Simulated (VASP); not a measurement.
Output of a VASP run:

File OUTCAR:
```
 ion  position               nearest neighbor table
   1  0.000  0.000  0.000-   9 2.55  10 2.55  11 2.55  13 2.55
   2  0.000  0.000  0.500-  10 2.55   9 2.55  12 2.55  14 2.55
   3  0.000  0.500  0.000-  11 2.55   9 2.55  12 2.55  15 2.55
   4  0.000  0.500  0.500-  12 2.55  11 2.55  10 2.55  16 2.55
   5  0.500  0.000  0.000-  13 2.55   9 2.55  14 2.55  15 2.55
   6  0.500  0.000  0.500-  14 2.55  13 2.55  10 2.55  16 2.55
   7  0.500  0.500  0.000-  15 2.55  13 2.55  11 2.55  16 2.55
   8  0.500  0.500  0.500-  16 2.55  14 2.55  15 2.55  12 2.55
   9  0.125  0.125  0.125-   1 2.55   2 2.55   3 2.55   5 2.55
  10  0.125  0.125  0.625-   2 2.55   1 2.55   4 2.55   6 2.55
  11  0.125  0.625  0.125-   3 2.55   1 2.55   4 2.55   7 2.55
  12  0.125  0.625  0.625-   4 2.55   3 2.55   2 2.55   8 2.55
  13  0.625  0.125  0.125-   5 2.55   1 2.55   6 2.55   7 2.55
  14  0.625  0.125  0.625-   6 2.55   5 2.55   2 2.55   8 2.55
  15  0.625  0.625  0.125-   7 2.55   5 2.55   3 2.55   8 2.55
  16  0.625  0.625  0.625-   8 2.55   6 2.55   7 2.55   4 2.55
  LATTYP: Found a face centered cubic cell.
 ALAT       =    11.7653920000
 Subroutine PRICEL returns following result:
  LATTYP: Found a face centered cubic cell.
 ALAT       =     5.8826960000
 Subroutine GETGRP returns: Found 24 space group operations
The static configuration has the point symmetry T_d .
The dynamic configuration has the point symmetry T_d .
 Subroutine INISYM returns: Found 24 space group operations
 Subroutine IBZKPT returns following result:
 Found      4 irreducible k-points:

 Following reciprocal coordinates:
            Coordinates               Weight
  0.000000  0.000000  0.000000      1.000000
  0.333333  0.000000  0.000000      8.000000
  0.333333  0.333333  0.000000      6.000000
 -0.333333  0.333333  0.000000     12.000000
   k-points           NKPTS =      4   k-points in BZ     NKDIM =      4   number of bands    NBANDS=     86
   number of dos      NEDOS =    301   number of ions     NIONS =     16
   total plane-waves  NPLWV = 110592
   dimension x,y,z NGX =    48 NGY =   48 NGZ =   48
   dimension x,y,z NGXF=    96 NGYF=   96 NGZF=   96
   ions per type =               8   8
   PREC   = accura    normal or accurate (medium, high low for compatibility)
   ISTART =      0    job   : 0-new  1-cont  2-samecut
   ICHARG =      2    charge: 1-file 2-atom 10-const
   ISPIN  =      1    spin polarized calculation?
   LNONCOLLINEAR =      F non collinear calculations
   LSORBIT =      F    spin-orbit coupling
   INIWAV =      1    electr: 0-lowe 1-rand  2-diag
   ENCUT  =  300.0 eV  22.05 Ry    4.70 a.u.  11.75 11.75 11.75*2*pi/ulx,y,z
   NELM   =    100;   NELMIN=  2; NELMDL= -5     # of ELM steps
   EDIFF  = 0.1E-05   stopping-criterion for ELM
   LREAL  =      T    real-space projection
   NLSPLINE    = F    spline interpolate recip. space projectors
   LMAXMIX     =    4 max onsite mixed and CHGCAR
   VOSKOWN=      0    Vosko Wilk Nusair interpolation
   EDIFFG = 0.1E-04   stopping-criterion for IOM
   NSW    =      0    number of steps for IOM
   NBLOCK =      1;   KBLOCK =      1    inner block; outer block
   IBRION =     -1    ionic relax: 0-MD 1-quasi-New 2-CG
   NFREE  =      0    steps in history (QN), initial steepest desc. (CG)
   ISIF   =      2    stress and relaxation
   ISYM   =      2    0-nonsym 1-usesym 2-fastsym
   TEIN   =    0.0    initial temperature
   TEBEG  =    0.0;   TEEND  =   0.0 temperature during run
   SMASS  =  -3.00    Nose mass-parameter (am)
   PSTRESS=    0.0 pullay stress
   NELECT =     144.0000    total number of electrons
   EFERMI =   0.00;   METHOD = LEGACY
   ISMEAR =     0;   SIGMA  =   0.02  broadening in eV -4-tet -1-fermi 0-gaus
   IALGO  =     38    algorithm
   LDIAG  =      T    sub-space diagonalisation (order eigenvalues)
   IMIX   =      4    mixing-type and parameters
     AMIX     =   0.40;   BMIX     =  1.00
     AMIX_MAG =   1.60;   BMIX_MAG =  1.00
     AMIN     =   0.10
   GGA     = PE    functional components
   VOSKOWN =     0    Vosko Wilk Nusair interpolation
   LHFCALC =     F    Hartree Fock is set to
   LHFONE  =     F    Hartree Fock one center treatment
   AEXX    =    0.0000 exact exchange contribution
...
```

**OSZICAR**
```
       N       E                     dE             d eps       ncg     rms          rms(c)
DAV:   1     0.128543183010E+04    0.12854E+04   -0.46366E+04   688   0.133E+03
DAV:   2     0.124854150054E+03   -0.11606E+04   -0.11231E+04   712   0.404E+02
DAV:   3    -0.577500188197E+02   -0.18260E+03   -0.17601E+03   798   0.185E+02
DAV:   4    -0.697573899618E+02   -0.12007E+02   -0.11869E+02   824   0.459E+01
DAV:   5    -0.703727309162E+02   -0.61534E+00   -0.61380E+00  1032   0.897E+00    0.170E+01
DAV:   6    -0.672048122073E+02    0.31679E+01   -0.70284E+00   904   0.181E+01    0.952E+00
DAV:   7    -0.670365284365E+02    0.16828E+00   -0.30144E+00  1040   0.532E+00    0.343E+00
DAV:   8    -0.670294354178E+02    0.70930E-02   -0.46894E-01   890   0.431E+00    0.142E+00
DAV:   9    -0.670304913189E+02   -0.10559E-02   -0.12417E-01   904   0.290E+00    0.650E-01
DAV:  10    -0.670269727709E+02    0.35185E-02   -0.29903E-02   900   0.132E+00    0.910E-02
DAV:  11    -0.670274654167E+02   -0.49265E-03   -0.31541E-03   912   0.194E-01    0.175E-01
DAV:  12    -0.670276197955E+02   -0.15438E-03   -0.36652E-04  1022   0.610E-02    0.301E-01
DAV:  13    -0.670274875022E+02    0.13229E-03   -0.57269E-04   890   0.114E-01    0.156E-01
DAV:  14    -0.670275202387E+02   -0.32736E-04   -0.15467E-04   680   0.292E-02    0.872E-02
DAV:  15    -0.670275202119E+02    0.26814E-07   -0.60244E-06   696   0.104E-02
   1 F= -.67027520E+02 E0= -.67027520E+02  d E =-.345484E-15
```

OUTCAR:
```
------------------------ aborting loop because EDIFF is reached ----------------------------------------
  FORCE on cell =-STRESS in cart. coord.  units (eV):
  Direction    XX          YY          ZZ          XY          YZ          ZX
  --------------------------------------------------------------------------------------
  Total        5.5530327      5.5530327      5.5530327      0.0000000      0.0000000     -0.0000000
  in kB       21.8515175     21.8515175     21.8515175      0.0000000      0.0000000     -0.0000000
  external PRESSURE =      21.8515175 kB  Pullay stress =       0.0000000 kB
  volume of cell :      407.15
      direct lattice vectors                 reciprocal lattice vectors
     0.000000000  5.882696000  5.882696000    -0.084995043  0.084995043  0.084995043
     5.882696000  0.000000000  5.882696000     0.084995043 -0.084995043  0.084995043
     5.882696000  5.882696000  0.000000000     0.084995043  0.084995043 -0.084995043
  FREE ENERGIE OF THE ION-ELECTRON SYSTEM (eV)
  ---------------------------------------------------
  free  energy   TOTEN  =       -67.0275202119 eV

  energy  without entropy=      -67.0275202119  energy(sigma->0) =      -67.02752021
```
(Selected blocks of OUTCAR.)

**POSCAR**
```
InP
1
    0.0000000000     5.8826960000     5.8826960000
    5.8826960000     0.0000000000     5.8826960000
    5.8826960000     5.8826960000     0.0000000000
In P
8 8
Direct
  0.0000000000   0.0000000000   0.0000000000
  0.0000000000   0.0000000000   0.5000000000
  0.0000000000   0.5000000000   0.0000000000
  0.0000000000   0.5000000000   0.5000000000
  0.5000000000   0.0000000000   0.0000000000
  0.5000000000   0.0000000000   0.5000000000
  0.5000000000   0.5000000000   0.0000000000
  0.5000000000   0.5000000000   0.5000000000
  0.1250000000   0.1250000000   0.1250000000
  0.1250000000   0.1250000000   0.6250000000
  0.1250000000   0.6250000000   0.1250000000
  0.1250000000   0.6250000000   0.6250000000
  0.6250000000   0.1250000000   0.1250000000
  0.6250000000   0.1250000000   0.6250000000
  0.6250000000   0.6250000000   0.1250000000
  0.6250000000   0.6250000000   0.6250000000
```

Write an INCAR and KPOINTS that could have produced this output.

This is not unique; one that fits is the input of the run itself, PBE GGA, plane waves, VASP's PBE PAW potentials (set 64).

KPOINTS:
```
Automatic mesh
0
Gamma
3 3 3
0 0 0
```

INCAR:
```
ALGO=Normal
EDIFF=1E-6
ENCUT=300
GGA=PE
ISIF=2
ISMEAR=0
LASPH=.TRUE.
LCHARG=.FALSE.
LMAXMIX=4
LREAL=Auto
LWAVE=.FALSE.
NELM=100
PREC=Accurate
SIGMA=0.02
SYSTEM=InP
```

POTCAR, in this order: In_d P (PBE.64 set). Program: vasp_std.

At this cut-off the stress carries a Pulay error, which pulls relaxed volumes low.

The structure comes from a computed database's InP entry; how it stands against other phases isn't given here. The cell was not relaxed at this level. The run is one of a series of settings (LREAL = Auto, KPOINTS 3×3×3 Γ-centred mesh against the base run), some of them coarse on purpose.
